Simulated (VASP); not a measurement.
# Sn2C (P-3m1) in VASP: band structure with PBE

Aim: the band structure of Sn2C with PBE.

Program: VASP 6.6.1. These are calculated values, not measurements. Logs are shortened: lines on timing, memory, paths and dates and some standing lists are left out, and cuts for length are marked.

### 1 The crystal as given

The structure is trigonal, space group P-3m1 (No. 164). The conventional cell has a = 3.506 Å, b = 3.506 Å, c = 11.747 Å, α = 90.00°, β = 90.00°, γ = 120.00°. Around Sn (site symmetry 3m) lie 3 C at 2.32 Å. Sn (site symmetry 3m) has 12 Sn at 3.33 to 3.51 Å as nearest neighbours. C (site symmetry 3m) is surrounded by 1 C at 1.39 Å.

The cell was built by a generator and needn't be a form met in nature.

### 2 Band structure, PBE

Contents of INCAR:

```
SYSTEM = Sn2C
PREC     = Accurate       ! precision mode
ENCUT    = 520            ! plane-wave cutoff, eV
EDIFF    = 1E-6           ! SCF threshold, eV
ISMEAR   = 0              ! smearing method
SIGMA    = 0.1            ! smearing width, eV
LREAL    = .False.        ! projectors in reciprocal space
LASPH    = .True.         ! aspherical terms in the spheres
NELM     = 60             ! most SCF steps
ALGO     = Fast           ! electronic algorithm
ISIF     = 2              ! what is computed and relaxed
LWAVE    = .False.        ! write WAVECAR
LCHARG   = .False.        ! write CHGCAR
GGA      = PE             ! functional
```

Contents of KPOINTS:

```
Automatic mesh
0
Gamma
  10 10 4
  0 0 0
```

Contents of POSCAR:

```
Sn2C
1.0
    3.5059120000      0.0000000000      0.0000000000
   -1.7529560000      3.0362090000      0.0000000000
    0.0000000000      0.0000000000     11.7468600000
Sn C
4 2
Direct
    0.3333330000      0.6666670000      0.1559750000
    0.6666670000      0.3333330000      0.8440250000
    0.6666670000      0.3333330000      0.3814030000
    0.3333330000      0.6666670000      0.6185970000
    0.0000000000      0.0000000000      0.0589650000
    0.0000000000      0.0000000000      0.9410350000
```

Contents of KPOINTS_OPT:

```
path GMKGALHA,LM,KH
15
line-mode
reciprocal
 0.0000000000  0.0000000000  0.0000000000  G
 0.5000000000  0.0000000000  0.0000000000  M

 0.5000000000  0.0000000000  0.0000000000  M
 0.3333333333  0.3333333333  0.0000000000  K

 0.3333333333  0.3333333333  0.0000000000  K
 0.0000000000  0.0000000000  0.0000000000  G

 0.0000000000  0.0000000000  0.0000000000  G
 0.0000000000  0.0000000000  0.5000000000  A

 0.0000000000  0.0000000000  0.5000000000  A
 0.5000000000  0.0000000000  0.5000000000  L

 0.5000000000  0.0000000000  0.5000000000  L
 0.3333333333  0.3333333333  0.5000000000  H

 0.3333333333  0.3333333333  0.5000000000  H
 0.0000000000  0.0000000000  0.5000000000  A

 0.5000000000  0.0000000000  0.5000000000  L
 0.5000000000  0.0000000000  0.0000000000  M

 0.3333333333  0.3333333333  0.0000000000  K
 0.3333333333  0.3333333333  0.5000000000  H
```

Potentials or basis: VASP PAW PBE potentials, release 64 (Sn_d, C).

On the command line:

```console
> cat potpaw_PBE.64/Sn_d/POTCAR potpaw_PBE.64/C/POTCAR > POTCAR
> mpirun -np 1 vasp_std > vasp.out
```

OUTCAR:

```text
SYSTEM = Sn2C
   PREC = Accurate
   ENCUT = 520
   EDIFF = 1E-6
   ISMEAR = 0
   LREAL = .False.
   LASPH = .True.
   NELM = 60
   ISIF = 2
   GGA = PE

 ion  position               nearest neighbor table
   1  0.333  0.667  0.156-   5 2.32   5 2.32   5 2.32   3 3.33   3 3.33   3 3.33
   2  0.667  0.333  0.844-   6 2.32   6 2.32   6 2.32   4 3.33   4 3.33   4 3.33
   3  0.667  0.333  0.381-   1 3.33   1 3.33   1 3.33   4 3.44   4 3.44   4 3.44
   4  0.333  0.667  0.619-   2 3.33   2 3.33   2 3.33   3 3.44   3 3.44   3 3.44
   5  0.000  0.000  0.059-   6 1.39   1 2.32   1 2.32   1 2.32
   6  0.000  0.000  0.941-   5 1.39   2 2.32   2 2.32   2 2.32

  LATTYP: Found a hexagonal cell.
 ALAT       =     3.5059120000
 C/A-ratio  =     3.3505860957

  Lattice vectors:

 A1 = (   3.5059120000,   0.0000000000,   0.0000000000)
 A2 = (  -1.7529560000,   3.0362090000,   0.0000000000)
 A3 = (   0.0000000000,   0.0000000000,  11.7468600000)

Analysis of symmetry for initial positions (statically):
=====================================================================
 Subroutine PRICEL returns:
 Original cell was already a primitive cell.

 Routine SETGRP: Setting up the symmetry group for a
 hexagonal supercell.

 Subroutine GETGRP returns: Found 12 space group operations
 (whereof 12 operations were pure point group operations)
 out of a pool of 24 trial point group operations.

The static configuration has the point symmetry D_3d.

Analysis of symmetry for dynamics (positions and initial velocities):
=====================================================================
 Subroutine PRICEL returns:
 Original cell was already a primitive cell.

 Routine SETGRP: Setting up the symmetry group for a
 hexagonal supercell.

 Subroutine GETGRP returns: Found 12 space group operations
 (whereof 12 operations were pure point group operations)
 out of a pool of 24 trial point group operations.

The dynamic configuration has the point symmetry D_3d.

 Subroutine INISYM returns: Found 12 space group operations
 (whereof 12 operations are pure point group operations),
 and found     1 'primitive' translations

----------------------------------------------------------------------------------------

                                     Primitive cell

  volume of cell :     125.0416

  direct lattice vectors                    reciprocal lattice vectors
     3.505912000  0.000000000  0.000000000     0.285232487  0.164679045  0.000000000
    -1.752956000  3.036209000  0.000000000     0.000000000  0.329358091  0.000000000
     0.000000000  0.000000000 11.746860000     0.000000000  0.000000000  0.085129132

  length of vectors
[... 98 lines left out ...]
   POTIM  = 0.5000    time-step for ionic-motion
   TEBEG  =    0.0;   TEEND  =   0.0 temperature during run
   PSTRESS=    0.0 pullay stress
   NELECT =      64.0000    total number of electrons
   NUPDOWN=      -1.0000    fix difference up-down
   EMIN   =  10.00;   EMAX   =-10.00  energy-range for DOS
   EFERMI =   0.00;   METHOD = LEGACY
   ISMEAR =     0;   SIGMA  =   0.10  broadening in eV -4-tet -1-fermi 0-gaus
   EFERMI_NEDOS =   21; number of points for ismear=-14 and -15
   IALGO  =     68    algorithm
   IMIX   =      4    mixing-type and parameters
     AMIX     =   0.40;   BMIX     =  1.00
     AMIX_MAG =   1.60;   BMIX_MAG =  1.00
  volume/ion in A,a.u.               =      20.84       140.64
  Fermi-wavevector in a.u.,A,eV,Ry     =   1.309534  2.474660 23.332337  1.714878
  Thomas-Fermi vector in A             =   2.440126
   LORBIT       =      0    0 simple, 1 ext, 2 COOP (PROOUT), +10 PAW based schemes
   GGA     = PE    functional components
   LHFCALC =     F    Hartree Fock is set to
   AEXX    =    0.0000 exact exchange contribution
   IVDW    =     0    specifies the selected vdW correction
   LEPSILON=     F    determine dielectric tensor
   LRPA    =     F    only Hartree local field effects (RPA)
 non-spin polarized calculation
 RMM-DIIS sequential band-by-band and
 Gauss-broadening in eV      SIGMA  =   0.10
  energy-cutoff  :      520.00
  volume of cell :      125.04
 maximum number of plane-waves:      3428
 NGX is ok and might be reduce to    28
   NGX = 13   NGY = 13   NGZ = 43

 number of electron      63.9999992 magnetization

 Free energy of the ion-electron system (eV)
  ---------------------------------------------------
  ext. energy  EPLUGINS =         0.00000000
  ---------------------------------------------------
  free energy    TOTEN  =       -30.28894629 eV

  energy without entropy =      -30.27748954  energy(sigma->0) =      -30.28321792

 E-fermi :   7.8100     XC(G=0): -10.4184

 val. band max:        7.7608274769   @ k =   0.4000   0.2000   0.0000
 cond. band min:       7.8132654722   @ k =   0.4000   0.2000   0.5000
 fundamental gap:      0.0524379953
 Fermi energy:         7.8100023776

 k-point     1 :       0.0000    0.0000    0.0000
  band No.  band energies     occupation
      1     -13.8134      2.00000
      2     -13.8134      2.00000
      3     -13.8101      2.00000
      4     -13.8101      2.00000
      5     -13.7903      2.00000
      6     -13.7859      2.00000
[... 973 lines left out ...]
     37      10.8749      0.00000
     38      11.4578      0.00000

 [... further k-points ...]

------------------------ aborting loop because EDIFF is reached ----------------------------------------

  FORCE on cell =-STRESS in cart. coord.  units (eV):
  Direction    XX          YY          ZZ          XY          YZ          ZX
  --------------------------------------------------------------------------------------
  -------------------------------------------------------------------------------------
  Total        0.0253867      0.0253867      0.0340270      0.0000000     -0.0000000     -0.0000000
  in kB        0.3252841      0.3252842      0.4359937      0.0000000     -0.0000000     -0.0000000
  external PRESSURE =       0.3621873 kB  Pullay stress =       0.0000000 kB

 VOLUME and BASIS-vectors are now :
 -----------------------------------------------------------------------------
  energy-cutoff  :      520.00
  volume of cell :      125.04
      direct lattice vectors                 reciprocal lattice vectors
     3.505912000  0.000000000  0.000000000     0.285232487  0.164679045  0.000000000
    -1.752956000  3.036209000  0.000000000     0.000000000  0.329358091  0.000000000
     0.000000000  0.000000000 11.746860000     0.000000000  0.000000000  0.085129132

 POSITION                                       TOTAL-FORCE (eV/Angst)
 -----------------------------------------------------------------------------------
     -0.00000      2.02414      1.83222        -0.000000      0.000000      0.000541
      1.75296      1.01207      9.91464        -0.000000      0.000000     -0.000541
      1.75296      1.01207      4.48029         0.000000     -0.000000      0.001980
     -0.00000      2.02414      7.26657         0.000000      0.000000     -0.001980
      0.00000      0.00000      0.69265        -0.000000      0.000000      0.001213
      0.00000      0.00000     11.05421        -0.000000     -0.000000     -0.001213
 -----------------------------------------------------------------------------------
    total drift:                                0.000000     -0.000000      0.000000

  FREE ENERGIE OF THE ION-ELECTRON SYSTEM (eV)
  ---------------------------------------------------
  free  energy   TOTEN  =       -30.2889462944 eV

  energy  without entropy=      -30.2774895408  energy(sigma->0) =      -30.28321792
```

Run time: 4.7 min. Hardware: 1 thread of Intel Xeon 6975P-C (Granite Rapids), shared host; peak memory 0.48 GiB.

What came out:

```
Free energy             : -30.2889 eV
Pressure                : 0.0 GPa
Band gap along the path : none (metal or under the smearing width)
```

Levels at the corners of the path, in eV from the Fermi level:
| point | band 30 | band 31 | band 32 | band 33 | band 34 | band 35 |
| --- | --- | --- | --- | --- | --- | --- |
| Γ | 1.38 | 1.69 | 1.69 | 2.42 | 3.34 | 4.95 |
| M | -3.49 | -2.31 | -0.20 | 0.27 | 0.89 | 1.41 |
| M | -3.49 | -2.31 | -0.20 | 0.27 | 0.89 | 1.41 |
| K | -2.41 | -1.91 | -1.91 | -1.12 | -0.98 | -0.98 |
| K | -2.41 | -1.91 | -1.91 | -1.12 | -0.98 | -0.98 |
| Γ | 1.38 | 1.69 | 1.69 | 2.42 | 3.34 | 4.95 |
| Γ | 1.38 | 1.69 | 1.69 | 2.42 | 3.34 | 4.95 |
| A | 0.60 | 1.69 | 1.69 | 1.98 | 4.95 | 4.95 |
| A | 0.60 | 1.69 | 1.69 | 1.98 | 4.95 | 4.95 |
| L | -2.90 | -1.08 | -0.68 | -0.22 | 0.04 | 1.49 |
| L | -2.90 | -1.08 | -0.68 | -0.22 | 0.04 | 1.49 |
| H | -2.74 | -2.74 | -2.52 | -0.93 | 0.62 | 0.62 |
| H | -2.74 | -2.74 | -2.52 | -0.93 | 0.62 | 0.62 |
| A | 0.60 | 1.69 | 1.69 | 1.98 | 4.95 | 4.95 |
| L | -2.90 | -1.08 | -0.68 | -0.22 | 0.04 | 1.49 |
| M | -3.49 | -2.31 | -0.20 | 0.27 | 0.89 | 1.41 |
| K | -2.41 | -1.91 | -1.91 | -1.12 | -0.98 | -0.98 |
| H | -2.74 | -2.74 | -2.52 | -0.93 | 0.62 | 0.62 |

Caveat: spin-orbit coupling is left out, which moves the levels of the heavy elements.
